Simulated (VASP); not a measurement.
Runs of VASP 6.6.1 on W. The structure is cubic, space group Im-3m (No. 229). The conventional cell has a = 3.165 Å, b = 3.165 Å, c = 3.165 Å, α = 90.00°, β = 90.00°, γ = 90.00°. W (site symmetry m-3m) is surrounded by 8 W at 2.74 Å. 

```tsv
task	cell	gap on the mesh (eV)	pressure (GPa)
single point	a relaxed cell with its volume scaled by 0.91	none	35.3
single point	a relaxed cell with its volume scaled by 1.03	none	-8.5
relaxation of cell and atoms	relaxed	none	0.0
single point	a relaxed cell with its volume scaled by 1.09	none	(a)
single point	a relaxed cell with its volume scaled by 1.06	none	-15.7
```

Alike in all rows: level PBE; potentials or basis VASP PAW PBE potentials, release 64 (W_sv); no spin polarisation; k mesh 18 × 18 × 18; cutoff (eV) 520; smearing methfessel-paxton 0.2 eV.

Task: Estimate the missing entries.

Result: (a) -21.8.

Caveats: so large a pressure means that the cell lies far from this level's equilibrium, or that cutoff or potentials fall short (some runs); a pressure of tens of GPa on the cell as given is suspect, and the run, the potentials or the cell itself is likely at fault (some runs).

A k mesh can miss the band edges, and the runs leave out spin-orbit coupling on W.

A gap of «none» marks a metal or a gap under the smearing width.
